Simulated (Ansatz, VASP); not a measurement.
**Ag (Silver): VASP beside Ansatz**

Aim: how closely do two programs agree when they are given the same cell, functional and k mesh? The cell is taken from a series of runs on this material, whose earlier steps may have relaxed, scaled, displaced or heated it; both programs get it as it stands.

Main program and level: Ansatz 0.2.0; plane waves, with VASP 6.6.1 beside it; relaxation of cell and atoms at PBE.

## 1. The starting structure

The structure is cubic, space group Fm-3m (No. 225). The conventional cell has a = 4.151 Å, b = 4.151 Å, c = 4.151 Å, α = 90.00°, β = 90.00°, γ = 90.00°. Ag has 12 Ag at 2.94 Å nearest.

## 2. Ansatz: relaxation of cell and atoms, PBE

Ansatz runs on norm-conserving files, of PseudoDojo where its log says so.

The relaxed volume is the usual yardstick between codes: in a stiff, nearly cubic crystal its relative difference is about their pressure difference at one cell divided by the bulk modulus.

input.yaml

```yaml
crystal:
  lattice:
    - [0.0, 2.07536954, 2.07536954]
    - [2.07536954, 0.0, 2.07536954]
    - [2.07536954, 2.07536954, 0.0]
  atoms:
    - { symbol: Ag, position: [0.0, 0.0, 0.0] }
kpoints:
  mp_grid: { grid: [12, 12, 12] }
hamiltonian:
  xc: pbe
  pseudopotentials: { kind: nc, accuracy: standard }
scf:
  occupations: { method: methfessel_paxton, width: 0.2 }
output:
  forces: true
  stress: true
  eigenvalues: true
relax:
  adjacent_minimum: "off"
  f_tol: 0.001
  max_steps: 60
  cell: { stress_tol: 0.01 }
```

Launch:

```console
$ ansatz run input.yaml --threads 4 --pin off --max-ram 10240MiB --backend cpu --events-out ev --progress --plain --runs-dir out
```

Numbers of over 12 decimals in the logs are rounded to 6 here.

Output:

```text
Engine: ansatz 0.2.0, x86_64-unknown-linux-gnu
Pseudopotentials: kind: nc
Pseudopotential: Ag, nc, valence charge 19, recommended cutoff 1115.666836 eV (normal), Ag.nc.azcp (PseudoDojo's, or run here from an input of PseudoDojo's; its table is named by hamiltonian.pseudopotentials.accuracy)
Functional definition: PBE
  parameter kappa = 0.804
  parameter beta = 0.066725
  exchange = pbe_x(kappa = kappa, mu = beta*pi^2/3)
  correlation = pbe_c(beta = beta)
Crystal: 1 atoms, lattice volume = 17.878 Å³
Basis set: ecut = 1115.666836 eV, 1459 PW (Γ), exchange–correlation on 64×64×64 points (8 copies of the dense FFT grid, shifted against one another)
Bands: 14, of which v1, the nominal top of the filled ones, is band 10 counted from 1 (9 counted from 0)
Symmetry: 48 space group operations
Space group: Fm-3m (ITA 225), of the structure as read, at distance tolerance 2.6e-5 Å
k-points: 72 of 1728
Non-local potential: Ag, projectors of the file, l = 0: 2, l = 1: 2, l = 2: 2
Initial density: superposition of atomic densities (chi_scale 0.1, normalization cell)
Initial wavefunctions: pseudopotential atomic-orbital guess
Functional: x = pbe(κ = 0.804, μ = 0.219515), c = pbe(β = 0.066725)
SCF iter   1: F=—  HF=-4218.501949 eV  |F-HF|=—  |Δ(HF+E_count)|=         —  Δρ=6.63e-2  dr2=8.14e-1  ethr=3.10e-3  ⟨swp⟩=5.5  Hψ=5859  notcnv=0
preconditioner: auto → none  [metal: Δε(μ)=0.053 eV  Ē_g=15.305 eV  σ=0.200 eV  W_gap=0.22  n_scr=8 (ndim 8)  ℏωp=29.1 eV  f_vac=0.000  D(μ)=0.39/eV (n_scr^D=0)  sad-step TF]
SCF iter   2: F=—  HF=-4218.295919 eV  |F-HF|=—  |Δ(HF+E_count)|=   2.06e-1  S|Δr|=    0.00e0  Δρ=2.33e-2  dr2=9.22e-2  ethr=3.10e-3  ⟨swp⟩=2.1  Hψ=1902  notcnv=0  defer=23
SCF iter   3: F=—  HF=-4218.280018 eV  |F-HF|=—  |Δ(HF+E_count)|=   1.59e-2  S|Δr|=    0.00e0  Δρ=7.19e-3  dr2=4.92e-3  ethr=4.85e-4  ⟨swp⟩=2.3  Hψ=1339  notcnv=0  defer=23
SCF iter   4: F=—  HF=-4218.280044 eV  |F-HF|=—  |Δ(HF+E_count)|=   2.66e-5  S|Δr|=    0.00e0  Δρ=6.35e-4  dr2=1.61e-5  ethr=2.59e-5  ⟨swp⟩=2.5  Hψ=1680  notcnv=0  defer=23
SCF iter   5: F=—  HF=-4218.280047 eV  |F-HF|=—  |Δ(HF+E_count)|=   2.26e-6  S|Δr|=    0.00e0  Δρ=1.97e-4  dr2=2.78e-6  ethr=8.45e-8  ⟨swp⟩=2.0  Hψ=1677  notcnv=0  defer=23
SCF iter   6: F=-4218.280046 eV  HF=-4218.280046 eV  |F-HF|=3.24e-8  |Δ(HF+E_count)|=   7.04e-7  S|Δr|=    0.00e0  Δρ=2.54e-5  dr2=4.78e-8  ethr=5.26e-10  ⟨swp⟩=7.9  Hψ=6517  notcnv=0
SCF 1 converged in 6 iterations: F = -4218.280046 eV  dr2 = 4.78e-8
relax step   1: F+E_penalty+E_count = -4218.28004598 eV  Δ(F+E_penalty+E_count) = +0.000e0 eV  max|allowed force component| = 0.000e0 eV/Å  Δτ_max = 0.0000 Å  P = -0.056 GPa  Ω = 17.878 Å³  (6 SCF iters, dr2 threshold 1.00e-7 eV, accepted)
[...]
relax step   2: F+E_penalty+E_count = -4218.28006778 eV  Δ(F+E_penalty+E_count) = -2.180e-5 eV  max|allowed force component| = 0.000e0 eV/Å  Δτ_max = 0.0000 Å  P = +0.044 GPa  Ω = 17.859 Å³  energy of the carried Pulay correction = +2.108e-5 eV  (4 SCF iters, dr2 threshold 7.74e-9 eV, accepted)
[...]
relax step   3: F+E_penalty+E_count = -4218.28005961 eV  Δ(F+E_penalty+E_count) = +8.174e-6 eV  max|allowed force component| = 0.000e0 eV/Å  Δτ_max = 0.0000 Å  P = -0.000 GPa  Ω = 17.867 Å³  energy of the carried Pulay correction = +1.175e-5 eV  (3 SCF iters, dr2 threshold 4.88e-9 eV, accepted)
[...]
relax step   4: F+E_penalty+E_count = -4218.28004832 eV  Δ(F+E_penalty+E_count) = +1.128e-5 eV  max|allowed force component| = 0.000e0 eV/Å  Δτ_max = 0.0000 Å  P = -0.002 GPa  Ω = 17.867 Å³  stress off target by 2.18e-3 GPa  SCF on the basis re-selected at this cell (its energy is not comparable with the rows above)  (5 SCF iters)
basis re-selected at this cell: Δ(F+E_penalty+E_count) = +1.128e-5 eV, ΔP = -0.002 GPa vs the last step (what re-selecting the basis moved, of the pressure what is left beyond the Pulay correction that the steps carried, after the strain that the cell walked since its last selection, with what the two solves' SCF thresholds leave and, on support functions, any second-order correction that the steps lacked; it is no measure of the basis error at this ecutwfc). This SCF's stress stands 2.18e-3 GPa from its target on what of the cell is left free (relax.cell.stress_tol is 1.00e-2 GPa) and its largest allowed force component is 0.00e0 eV/Å (relax.f_tol is 1.00e-3 eV/Å): [rest of the remark cut]
SCF converged after 5 iterations
Stability not checked: this state was not tested for a lower state beside it, because cold or Methfessel-Paxton smearing, or corrected tetrahedra, fill the levels in a way that the test cannot read (fill_not_monotonic; see scf.lower_state_search)
Free energy (F): -4218.280048 eV
Harris-Foulkes:  -4218.280048 eV  (|F-HF|=1.82e-12)
Internal energy: -4218.280353 eV  (E = F + TS)
E sigma→0 (E₀):  -4218.280125 eV
Entropy (-TS):   0.000305 eV (0.305 meV/atom)
Fermi energy:    16.327959 eV
--- Per-component energies (eV) ---
  E_band       = -250.120833
  E_kinetic    = 1441.240501
  E_local      = -3100.396613  (includes V_loc(G=0)·N_el)
  E_nonlocal   = -51.260454
  E_hartree    = 993.809061
  E_xc         = -630.127466
  E_vxc        = -527.322387  (∫ρ·V_xc dr)
  E_ewald      = -2871.545383
  E_smearing   = 0.000305  (= −TS)
  E_closure    = 0.000000  (closes the sum)
  Σ components = -4218.280048   (vs F -4218.280048, Δ=0.00e0)
--- Forces (eV/Å), atoms counted from 1 ---
  atom   1  Ag    -0.00000000    -0.00000000     0.00000000
  max |Σ_I F_I| component: 1.48e-31 eV/Å
--- Stress (GPa, compression-positive) ---
       -0.002178       0.000000       0.000000
       -0.000000      -0.002178      -0.000000
        0.000000       0.000000      -0.002178
  P = ⅓ Tr σ = -0.0022 GPa (-0.022 kbar)
--- Band table (eV; the first three rows and the last of 72) ---
  k-point 0: bands = [... 6 lower, 11.7791, 11.7791, 12.7353, 12.7353, 32.4647, 35.7255, 35.7255, 35.7255]
  k-point 1: bands = [... 6 lower, 11.8334, 11.8334, 12.7162, 12.7162, 32.3762, 34.1317, 35.7543, 35.7543]
  k-point 2: bands = [... 6 lower, 11.9424, 11.9424, 12.7120, 12.7120, 30.3524, 33.2566, 35.7459, 35.7459]
  k-point 71: bands = [... 6 lower, 11.5337, 12.7482, 13.6640, 22.1802, 22.1802, 23.0766, 24.3319, 38.7369]
--- Relaxed structure (3 steps of the walk, 3 accepted, 1 SCFs on fresh bases) ---
  F+E_penalty+E_count = -4218.28004832 eV   max|allowed force component| = 0.000e0 eV/Å   (the final SCF, on the basis selected at the relaxed cell)
  cell:  # Å, volume = 17.8673 Å³
    - [0, 2.074959, 2.074959]
    - [2.074959, 0, 2.074959]
    - [2.074959, 2.074959, 0]
  atoms:
    - { symbol: Ag, position: [0.0, 0.0, 0.0] }
```

## 3. VASP: relaxation of cell and atoms, PBE

The same cell, functional, mesh and smearing now go to VASP, with its own data sets.

Lines of VASP's logs that name or quote its potential files are left out, and so is its time.

INCAR

```
SYSTEM = Ag
PREC = Accurate
ENCUT = 500
EDIFF = 1E-07
NELM = 120
ISMEAR = 1
SIGMA = 0.2
LREAL = .FALSE.
ALGO = Normal
GGA = PE
NBANDS = 11
LASPH = .TRUE.
LORBIT = 11
LWAVE = .FALSE.
LCHARG = .FALSE.
ISIF = 3
IBRION = 2
NSW = 80
EDIFFG = -0.005
GGA_COMPAT = .FALSE.
NELMIN = 4
```

POSCAR

```
Ag
1.0
    0.0000000000      2.0753700000      2.0753700000
    2.0753700000      0.0000000000      2.0753700000
    2.0753700000      2.0753700000      0.0000000000
Ag
1
Direct
    0.0000000000      0.0000000000      0.0000000000
```

KPOINTS

```
Automatic mesh
0
Gamma
12 12 12
0 0 0
```

The projector-augmented-wave data sets are Ag (PBE family, release 64).

Launch:

```console
$ mpirun -np 1 vasp_std
```

Output:

```text
[banner, memory and clock lines left out]
running    1 mpi-ranks, on    1 nodes
 distrk:  each k-point on    1 cores,    1 groups
 distr:  one band on    1 cores,    1 groups

 POSCAR found type information on POSCAR Ag
 POSCAR found :  1 types and       1 ions
 LDA part: xc-table for (Slater+PW92), standard interpolation
 POSCAR, INCAR and KPOINTS ok, starting setup
 FFT: planning ... GRIDC
 FFT: planning ... GRID_SOFT
 FFT: planning ... GRID
 WAVECAR not read
 entering main loop
       N       E                     dE             d eps       ncg     rms          rms(c)
DAV:   1     0.515978655288E+02    0.51598E+02   -0.54372E+03  1584   0.872E+02
DAV:   2    -0.224172797172E+01   -0.53840E+02   -0.51007E+02  1734   0.198E+02
DAV:   3    -0.295075944375E+01   -0.70903E+00   -0.70862E+00  1800   0.252E+01
DAV:   4    -0.295269776705E+01   -0.19383E-02   -0.19382E-02  1716   0.137E+00
DAV:   5    -0.295271331761E+01   -0.15551E-04   -0.15550E-04  1794   0.115E-01    0.462E+00
DAV:   6    -0.272222061356E+01    0.23049E+00   -0.10026E+00  1671   0.940E+00    0.309E+00
DAV:   7    -0.271596866786E+01    0.62519E-02   -0.65871E-03  1761   0.821E-01    0.177E+00
DAV:   8    -0.271347486436E+01    0.24938E-02   -0.70293E-04  1759   0.219E-01    0.632E-02
DAV:   9    -0.271348529498E+01   -0.10431E-04   -0.10757E-05  1757   0.280E-02    0.202E-02
DAV:  10    -0.271349022455E+01   -0.49296E-05   -0.39927E-06  1744   0.205E-02    0.282E-03
DAV:  11    -0.271349000173E+01    0.22282E-06   -0.76318E-08  1211   0.255E-03    0.715E-04
DAV:  12    -0.271348994839E+01    0.53345E-07   -0.90151E-09   906   0.874E-04
   1 F= -.27134899E+01 E0= -.27136081E+01  d E =-.271349E+01
 curvature:   0.00 expect dE= 0.000E+00 dE for cont linesearch  0.000E+00
 trial: gam= 0.00000 g(F)=  0.125E-63 g(S)=  0.127E-04 ort = 0.000E+00 (trialstep = 0.100E+01)
 search vector abs. value=  0.127E-04
 bond charge predicted
       N       E                     dE             d eps       ncg     rms          rms(c)
DAV:   1    -0.271378162262E+01   -0.29162E-03   -0.47166E-03  1671   0.735E-01    0.111E-01
DAV:   2    -0.271349874488E+01    0.28288E-03   -0.11464E-03  1665   0.317E-01    0.335E-02
DAV:   3    -0.271349423569E+01    0.45092E-05   -0.10856E-05  1794   0.291E-02    0.225E-02
DAV:   4    -0.271349457557E+01   -0.33987E-06   -0.22072E-06  1703   0.116E-02    0.133E-03
DAV:   5    -0.271349455237E+01    0.23192E-07   -0.14511E-08  1014   0.108E-03
   2 F= -.27134946E+01 E0= -.27136081E+01  d E =-.460399E-05
 trial-energy change:   -0.000005  1 .order   -0.000005   -0.000013    0.000003
 step:   0.7901(harm=  0.7901)  dis= 0.00000  next Energy=    -2.713495 (dE=-0.503E-05)
 reached required accuracy - stopping structural energy minimisation
```

From OUTCAR (step 3):

```text
ion  position               nearest neighbor table
   1  0.000  0.000  0.000-

  LATTYP: Found a face centered cubic cell.
 ALAT       =     4.1507400000

 Subroutine GETGRP returns: Found 48 space group operations
 (whereof 48 operations were pure point group operations)

The static configuration has the point symmetry O_h .

 Found     72 irreducible k-points:

   k-points           NKPTS =     72   k-points in BZ     NKDIM =     72   number of bands    NBANDS=     11

   dimension x,y,z NGX =    24 NGY =   24 NGZ =   24
   dimension x,y,z NGXF=    48 NGYF=   48 NGZF=   48

   ENCUT  =  500.0 eV  36.75 Ry    6.06 a.u.   5.35  5.35  5.35*2*pi/ulx,y,z

   NELECT =      11.0000    total number of electrons

 k-points in reciprocal lattice and weights: Automatic mesh
   0.00000000  0.00000000  0.00000000       0.001
   0.08333333  0.00000000  0.00000000       0.005
   0.16666667  0.00000000  0.00000000       0.005
   0.25000000  0.00000000  0.00000000       0.005
   0.33333333  0.00000000  0.00000000       0.005
   0.41666667  0.00000000  0.00000000       0.005
   0.50000000  0.00000000  0.00000000       0.002
   0.08333333  0.08333333  0.00000000       0.003
   0.16666667  0.08333333  0.00000000       0.014
[...]
-0.33333333  0.50000000  0.16666667       0.007
  -0.25000000  0.50000000  0.25000000       0.003

 average (electrostatic) potential at core
       1 -71.2708

 E-fermi :   7.7377

 k-point     1 :       0.0000    0.0000    0.0000
  band No.  band energies     occupation
    ...
      2       3.1665      2.00000
      3       3.1665      2.00000
      4       3.1665      2.00000
      5       4.1194      2.00000
      6       4.1194      2.00000
      7      23.7246      0.00000
      8      27.0302      0.00000
      9      27.0302      0.00000
     10      27.0302      0.00000
     11      31.7268      0.00000

 k-point     2 :       0.0833    0.0000    0.0000
  band No.  band energies     occupation
    ...
      2       3.1237      2.00000
      3       3.2205      2.00000
      4       3.2205      2.00000
      5       4.1004      2.00000
      6       4.1004      2.00000
      7      23.6658      0.00000
      8      25.4634      0.00000
      9      27.0811      0.00000
     10      27.0811      0.00000
     11      31.3531      0.00000

 k-point     3 :       0.1667    0.0000    0.0000
  band No.  band energies     occupation
    ...
      2       3.0783      2.00000
      3       3.3291      2.00000
      4       3.3291      2.00000
      5       4.0961      2.00000
      6       4.0961      2.00000
      7      21.7418      0.00000
      8      24.5430      0.00000
      9      27.1252      0.00000
     10      27.1252      0.00000
     11      30.2325      0.00000

  Total        0.0024929      0.0024929      0.0024929      0.0000000      0.0000000     -0.0000000
  in kB        0.2237109      0.2237109      0.2237109      0.0000000      0.0000000     -0.0000000
  external PRESSURE =       0.2237109 kB  Pullay stress =       0.0000000 kB

  energy-cutoff  :      500.00
  volume of cell :       17.85
      direct lattice vectors                 reciprocal lattice vectors
     0.000000000  2.074430682  2.074430682    -0.241029987  0.241029987  0.241029987
     2.074430682 -0.000000000  2.074430682     0.241029987 -0.241029987  0.241029987
     2.074430682  2.074430682  0.000000000     0.241029987  0.241029987 -0.241029987

 POSITION                                       TOTAL-FORCE (eV/Angst)
 -----------------------------------------------------------------------------------
      2.07443     -0.00000      2.07443         0.000000      0.000000      0.000000
 -----------------------------------------------------------------------------------
    total drift:                                0.000000      0.000000      0.000000

  FREE ENERGIE OF THE ION-ELECTRON SYSTEM (eV)
  ---------------------------------------------------
  free  energy   TOTEN  =        -2.7134945524 eV

  energy  without entropy=       -2.7138351146  energy(sigma->0) =       -2.71360807

 reached required accuracy - stopping structural energy minimisation

 total charge
# of ion       s       p       d       tot
------------------------------------------
    1        0.408   0.270   9.159   9.836

[... 3 further parts left out ...]
```

CONTCAR:

```
Ag
   1.00000000000000
     0.0000000000000000    2.0744306820275349    2.0744306820275344
     2.0744306820275349   -0.0000000000000000    2.0744306820275344
     2.0744306820275349    2.0744306820275349    0.0000000000000000
  Ag
     1
Direct
     0.0000000000000000    1.0000000000000000    0.0000000000000000
```

## 4. Comparison

Known differences besides the potentials themselves: the data sets hold 19 valence electrons in Ansatz (on norm-conserving files, of PseudoDojo where its log says so) and 11 in VASP; the cutoff is 1115.67 eV in Ansatz and 500 eV in VASP; Ansatz adds a Pulay correction to the stress that steers its cell, VASP none. Total energies have different zeros and are not compared.

The two programs side by side:

```tsv
quantity	Ansatz	VASP	difference
volume (Å³)	17.87	17.85	+0.08 %
edge a after relaxation, in the typed setting (Å)	2.934	2.934	+0.02 %
```

## 5. Summary of results

```yaml
difference_in_volume_relaxation_of_cell_and_atoms_pbe: 0.076 %
```

In words: The difference in volume is 0.076 % (relaxation of cell and atoms, PBE), within the 1.2 % picked in this series as the mark of a large difference, as far as the stopping tolerances let one tell. The data sets hold unlike numbers of valence electrons (19 in Ansatz and 11 in VASP), so part of the differences comes from the potentials. Such differences can come from data sets, numerical settings and the points named under the comparisons, not from the functional's error against experiment.

[Lines on the potential files, build, host, timing and source positions are cut from VASP's logs without a mark.]

[Logs are printed without paths, hosts, clocks, repeated set-up lines and the standing remarks that a program may print on its own settings, such as how far it seeks lower states.]

[Hosts, paths, dates, database ids (printed as entryN), source tags and the programs' standing remarks are cut or masked in the printed files.]
